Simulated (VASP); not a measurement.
All values below come from PBE GGA, VASP's PBE PAW potentials (set 64) (plane waves; VASP).

VASP ran on this input.

### POSCAR
```
PtC
1
    0.0000000000     2.3591743538     2.3591743538
    2.3591743538     0.0000000000     2.3591743538
    2.3591743538     2.3591743538     0.0000000000
Pt C
1 1
Direct
  0.0000000000   0.0000000000   0.0000000000
  0.2500000000   0.2500000000   0.2500000000
```

KPOINTS:
```
Automatic mesh
0
Gamma
15 15 15
0 0 0
```

INCAR:
```
! general
SYSTEM  = PtC
PREC    = Accurate
ENCUT   = 520
LREAL   = .FALSE.   ! projection in real space or not
LASPH   = .TRUE.   ! aspherical one-centre terms

! electronic loop
EDIFF   = 1E-7   ! SCF stop (eV)
NELM    = 100
ALGO    = Normal   ! blocked Davidson
LMAXMIX = 6   ! l cut-off of mixed one-centre charges

! smearing
ISMEAR  = -5   ! tetrahedra, Bloechl

! functional
GGA     = PE   ! PBE

! ions
ISIF    = 2   ! forces and stress, cell fixed

! output
LWAVE   = .FALSE.
LCHARG  = .TRUE.
LORBIT  = 11   ! lm-projected
NEDOS   = 601   ! DOS grid
```

POTCAR, in this order: Pt C (PBE.64 set). Program: vasp_std.

For a metal the tetrahedron method with Blöchl corrections gives inexact stress and forces. Unless said otherwise, spin-orbit coupling is left out, though it shifts the bands of the heavy elements here.

### Question
Predict the energy per atom (σ→0), band gap (on the k-mesh).

### Answer

```
Quantity                                                    Result
------------------------  ----------------------------------------
energy per atom (σ→0)                               -6.773 eV/atom
band gap (on the k-mesh)  none (metal, semimetal or under 0.01 eV)
```

OSZICAR:
```
...
DAV:   8    -0.135512359902E+02    0.17347E-01   -0.98970E-02  2928   0.264E+00    0.123E+00
DAV:   9    -0.135460916831E+02    0.51443E-02   -0.14913E-02  3013   0.113E+00    0.203E-01
DAV:  10    -0.135461099576E+02   -0.18274E-04   -0.17655E-03  2931   0.353E-01    0.394E-02
DAV:  11    -0.135461244613E+02   -0.14504E-04   -0.39645E-05  3202   0.618E-02    0.168E-02
DAV:  12    -0.135461209518E+02    0.35096E-05   -0.59577E-06  2963   0.211E-02    0.477E-03
DAV:  13    -0.135461210836E+02   -0.13181E-06   -0.13262E-06  3090   0.100E-02    0.230E-03
DAV:  14    -0.135461209970E+02    0.86585E-07   -0.19844E-08  1596   0.135E-03
   1 F= -.13546121E+02 E0= -.13546121E+02  d E =0.000000E+00
```

The structure was generated: PtC was put into the zinc blende type (F-43m), which need not be its known phase. It was relaxed first, which changed the volume by -10 %.
